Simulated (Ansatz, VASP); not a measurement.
# NbB2 in two plane-wave programs

Aim: how closely do two programs agree when they are given the same cell, functional and k mesh? The cell is taken from a series of VASP runs on this material, whose earlier steps may have relaxed, scaled or displaced it; both programs get it as it stands.

Method: plane waves, with VASP 6.6.1 beside it; zone-centre phonons at PBEsol, in Ansatz 0.2.0.

## (1) Set-up

It takes space group P6/mmm (No. 191, hexagonal). The conventional cell has a = 3.087 Å, b = 3.087 Å, c = 3.306 Å, α = 90.00°, β = 90.00°, γ = 120.00°. Nearest to Nb lie 12 B at 2.43 Å. Nearest to B lie 3 B at 1.78 Å and 6 Nb at 2.43 Å. Farther neighbours are not listed.

Coordinates:

```cif
data_structure
_symmetry_space_group_name_H-M 'P6/mmm'
_symmetry_Int_Tables_number 191
_cell_length_a 3.0874
_cell_length_b 3.0874
_cell_length_c 3.3062
_cell_angle_alpha 90.000
_cell_angle_beta 90.000
_cell_angle_gamma 120.000
_cell_volume 27.29
loop_
_atom_site_label
_atom_site_type_symbol
_atom_site_symmetry_multiplicity
_atom_site_Wyckoff_symbol
_atom_site_fract_x
_atom_site_fract_y
_atom_site_fract_z
_atom_site_occupancy
Nb1 Nb 1 a 0.00000 0.00000 0.00000 1
B1 B 2 d 0.33333 0.66667 0.50000 1
```

## (2) Ansatz: zone-centre phonons, PBEsol

Ansatz runs on its default PAW (the set named soft_2) files.

Second derivatives magnify differences that forces hide, and they need a tight electronic threshold.

Contents of input.yaml:

```yaml
crystal:
  lattice:
    - [3.0873590355, 0.0, 0.0]
    - [-1.5436795177, 2.6737313554, 0.0]
    - [0.0, 0.0, 3.3061523506]
  atoms:
    - { symbol: Nb, position: [0.0, 0.0, 0.0] }
    - { symbol: B, position: [0.3333333333, 0.6666666667, 0.5] }
    - { symbol: B, position: [0.6666666667, 0.3333333333, 0.5] }
hamiltonian:
  xc: pbesol
  pseudopotentials: { kind: paw }
kpoints:
  mp_grid: { grid: [14, 14, 12] }
scf:
  occupations: { method: methfessel_paxton, width: 0.2 }
phonons:
  method: dfpt
  qpoints: [[0, 0, 0]]
```

The run is started by

```sh
$ ansatz run input.yaml --threads 4 --pin off --max-ram 9216MiB --backend cpu --events-out ev --progress --plain --runs-dir out
```

Numbers of over 12 decimals in the logs are rounded to 6 here.

The log of the run:

```text
zone centre: on kpoints.mp_grid the ground state, and the responses unless they are solved on pairs of k-points, stand on 399 of the mesh's 2352 k-points, reduced under 4 symmetry operations, with k and −k counted as one. Each operation leaves every solved displacement unchanged or reverses it
Engine: ansatz 0.2.0, aarch64-unknown-linux-gnu
Pseudopotentials: kind: paw
Pseudopotential: Nb, paw, valence charge 13, recommended cutoff 420 eV (normal), Nb.paw.azcp
Pseudopotential: B, paw, valence charge 3, recommended cutoff 420 eV (normal), B.paw.azcp
Functional definition: PBEsol
  exchange = pbesol_x
  correlation = pbesol_c
Crystal: 3 atoms, lattice volume = 27.292 Å³
Basis set: ecut = 420 eV, 551 PW (Γ), exchange–correlation on 48×48×48 points (8 copies of the dense FFT grid, shifted against one another)
Bands: 14, of which v1, the nominal top of the filled ones, is band 10 counted from 1 (9 counted from 0)
Symmetry: 24 space group operations
k-points: 399 of 2352 (irreducible under 4 space group operations, time reversal used)
Non-local potential: Nb, projectors of the file, l = 0: 3, l = 1: 2, l = 2: 2, l = 3: 1
Non-local potential: B, projectors of the file, l = 0: 2, l = 1: 2, l = 2: 1
PAW form: soft (Blöchl's): semilocal exchange-correlation on the pseudo side does not see the compensation charge
PAW frozen core: Nb, regenerated for the run's functional, and the local potential with it (the file was generated under x = pbe(κ = 0.804, μ = 0.219515), c = pbe(β = 0.066725))
PAW frozen core: B, regenerated for the run's functional, and the local potential with it (the file was generated under x = pbe(κ = 0.804, μ = 0.219515), c = pbe(β = 0.066725))
PAW one-centre angular grid: Nb, 590 points (default); XC on 64 Gauss nodes
PAW one-centre angular grid: B, 110 points (default); XC on 64 Gauss nodes
Initial density: superposition of atomic densities (neutral atoms: chi_scale 0, normalization atom), corrected by the library's trained network
Initial wavefunctions: pseudopotential atomic-orbital guess
Functional: x = pbesol(κ = 0.804, μ = 0.123457), c = pbesol(β = 0.046)
SCF iter   1: F=—  HF=-4803.155168 eV  |F-HF|=—  |Δ(HF+E_count)|=         —  Δρ=4.75e-3  dr2=8.80e-3  ethr=1.77e-3  ⟨swp⟩=5.2  Hψ=28383  notcnv=0
preconditioner: auto → none  [metal: Δε(μ)=0.039 eV  Ē_g=9.439 eV  σ=0.200 eV  W_gap=0.16  n_scr=8 (ndim 8)  ℏωp=23.6 eV  f_vac=0.000  D(μ)=0.94/eV (n_scr^D=8)  sad-step TF]
SCF iter   2: F=—  HF=-4803.154017 eV  |F-HF|=—  |Δ(HF+E_count)|=   1.15e-3  S|Δr|=    0.00e0  Δρ=3.35e-3  dr2=5.16e-3  ethr=4.63e-5  ⟨swp⟩=1.1  Hψ=8991  notcnv=0
SCF iter   3: F=—  HF=-4803.152686 eV  |F-HF|=—  |Δ(HF+E_count)|=   1.33e-3  S|Δr|=    0.00e0  Δρ=8.48e-4  dr2=1.08e-4  ethr=2.71e-5  ⟨swp⟩=2.0  Hψ=7464  notcnv=0
SCF iter   4: F=—  HF=-4803.152645 eV  |F-HF|=—  |Δ(HF+E_count)|=   4.06e-5  S|Δr|=    0.00e0  Δρ=2.06e-4  dr2=3.74e-6  ethr=5.70e-7  ⟨swp⟩=2.0  Hψ=9227  notcnv=0
SCF iter   5: F=—  HF=-4803.152646 eV  |F-HF|=—  |Δ(HF+E_count)|=   2.25e-7  S|Δr|=    0.00e0  Δρ=3.21e-5  dr2=2.14e-7  ethr=1.97e-8  ⟨swp⟩=2.6  Hψ=8476  notcnv=0
SCF iter   6: F=—  HF=-4803.152645 eV  |F-HF|=—  |Δ(HF+E_count)|=   2.54e-7  S|Δr|=    0.00e0  Δρ=1.04e-5  dr2=1.49e-8  ethr=1.12e-9  ⟨swp⟩=2.4  Hψ=8911  notcnv=0
SCF iter   7: F=—  HF=-4803.152645 eV  |F-HF|=—  |Δ(HF+E_count)|=   6.59e-9  S|Δr|=    0.00e0  Δρ=7.55e-7  dr2=4.77e-11  ethr=7.85e-11  ⟨swp⟩=2.0  Hψ=9261  notcnv=0
SCF iter   8: F=-4803.152645 eV  HF=-4803.152645 eV  |F-HF|=1.82e-12  |Δ(HF+E_count)|=  1.18e-11  S|Δr|=    0.00e0  Δρ=4.47e-8  dr2=1.60e-13  ethr=1.00e-12  ⟨swp⟩=5.8  Hψ=22240  notcnv=0
SCF 1 converged in 8 iterations: F = -4803.152645 eV  dr2 = 1.60e-13
  greatest PAW one-centre occupation: 0.998 electrons in one spin orbital (limit 2), on the Nb atom at site 0 (counted from 0), in its partial waves of l = 0
DFPT response loops at Γ: preconditioner auto → Kerker (q_TF=auto, 2.568 Å⁻¹) (partly filled bands, converged f_vac=0.000); β = 1.00, the filter's whole step (`scf.mixing.beta` (0.50) is not read by the response loops under this deck's `scf.mixing.preconditioner`; to damp them name `kerker` or `kerker_dos`, under which they read `scf.mixing.beta`, and type it under 1.00, their step now; both keys bind the ground state too); Broyden in place of MSR1
SCF converged after 8 iterations
Stability not checked: this state was not tested for a lower state beside it, because cold or Methfessel-Paxton smearing, or corrected tetrahedra, fill the levels in a way that the test cannot read (fill_not_monotonic; see scf.lower_state_search)
Free energy (F): -4803.152645 eV
Harris-Foulkes:  -4803.152645 eV  (|F-HF|=1.82e-12)
Internal energy: -4803.153052 eV  (E = F + TS)
E sigma→0 (E₀):  -4803.152747 eV
Entropy (-TS):   0.000407 eV (0.136 meV/atom)
Fermi energy:    18.633471 eV
--- Per-component energies (eV) ---
  E_band       = -15.411103
  E_kinetic    = 498.664749
  E_local      = -700.933671  (includes V_loc(G=0)·N_el)
  E_nonlocal   = 142.425795
  E_hartree    = 225.648507
  E_xc         = -241.740172
  E_vxc        = -293.059881  (∫ρ·V_xc dr)
  E_paw        = -3168.509735  (= ΣΔE_a)
  E_vpaw       = -113.805114  (= ΣTr[D̂ρ^β])
  E_aug_tail   = 0.000004  (compensation charges beyond the density's cutoff)
  E_ewald      = -1558.926659
  E_core_change = 0.218131  (= ΣΔE_core)
  E_smearing   = 0.000407  (= −TS)
  E_closure    = -0.000000  (closes the sum)
  Σ components = -4803.152645   (vs F -4803.152645, Δ=0.00e0)
--- Band table (eV; the first three rows and the last of 399) ---
  k-point 0: bands = [... 6 lower, 14.2905, 14.2905, 15.4724, 19.9259, 19.9259, 21.8180, 21.8180, 22.9554]
  k-point 1: bands = [... 6 lower, 14.3691, 14.3691, 15.8877, 19.4804, 19.4804, 21.5673, 21.5673, 23.0696]
  k-point 2: bands = [... 6 lower, 14.6039, 14.6039, 16.6201, 18.6674, 18.6674, 20.9020, 20.9020, 23.0424]
  k-point 398: bands = [... 6 lower, 12.5462, 13.6418, 14.3402, 20.6596, 21.9491, 22.2554, 23.7686, 25.4390]
--- Phonons (Γ-DFPT): 4 representative perturbations + reference, on 399 of 2352 k-points (Σ response iterations 12) ---
  k mesh reduced under 4 symmetry operations, with k and −k counted as one. Each operation leaves every solved displacement unchanged or reverses it
  ASR residual: 3.025e-5 → 0.000e0 eV/Å²; symmetrization residual: 8.960e-7 eV/Å²
  ASR residual per site (eV/Å²): 3.03e-5 7.12e-6 7.12e-6
  Γ frequencies (cm⁻¹): 0.00 0.00 0.00 433.73 433.73 486.59 551.65 819.12 819.12
  non-analytic LO–TO correction: not included (Born effective charges unavailable; polar crystals: no LO–TO splitting at Γ)
--- Phonons (arbitrary-q DFPT): 1 explicit q-point ---
  q = [0, 0, 0] (of the zone-centre solve; hermiticity 1.09e-7, symmetrization 5.29e-11): -0.00 -0.00 0.00 433.73 433.73 486.59 551.65 819.12 819.12
  sum rule: each row above includes the acoustic sum rule's correction from the zone centre's row sums; it moved no ω² by more than (0.42 cm⁻¹)²
```

Elapsed: 19 s, on 4 threads of Arm Neoverse V1, shared host; peak memory 0.78 GiB; 60 s of CPU time.

(Part 1 of 2 ends here.)

[Lines on the potential files, build, host, timing and source positions are cut from VASP's logs without a mark.]

[Logs are printed without paths, hosts, clocks, repeated set-up lines and the standing remarks that a program may print on its own settings, such as how far it seeks lower states.]

[Hosts, paths, dates, database ids (printed as entryN), source tags and the programs' standing remarks are cut or masked in the printed files.]
